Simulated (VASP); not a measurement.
A convergence study with VASP on Sc (space group P6_3/mmc): one setting is varied, all else stays as given below, so the limit is that of these other settings.

```
CELL_PARAMETERS angstrom
      1.65996    -2.87514     0.00000
      1.65996     2.87514     0.00000
      0.00000     0.00000     5.28581
ATOMIC_POSITIONS crystal
  Sc 0.33333 0.66667 0.25000
  Sc 0.66667 0.33333 0.75000
```

All values below come from PBE GGA, VASP's PBE PAW potentials (set 64) (plane waves; VASP). The tightest run used: 450 eV cut-off, 11×11×6 Γ-centred mesh, Fermi-Dirac smearing of 0.10 eV, potentials Sc_sv.

| setting | highest Γ mode (cm⁻¹) | plane waves |
|---|---|---|
| ENCUT = 150 | 241.0 | 222 |
| ENCUT = 180 | 203.6 | 288 |
| ENCUT = 210 | 205.4 | 360 |

These are the cheaper rows. Estimate the results at ENCUT = 450, and how far the last row shown lies from them.

```tsv
quantity	tightest run	last row shown is off by
highest Γ mode (cm⁻¹)	204.5	1.0
```

Left out are rungs that failed or repeat a setting and relaxations that didn't move; long series are thinned to 24 rows.

The structure is a typed Sc crystal (space group no. 194). The cell was not relaxed at this level.
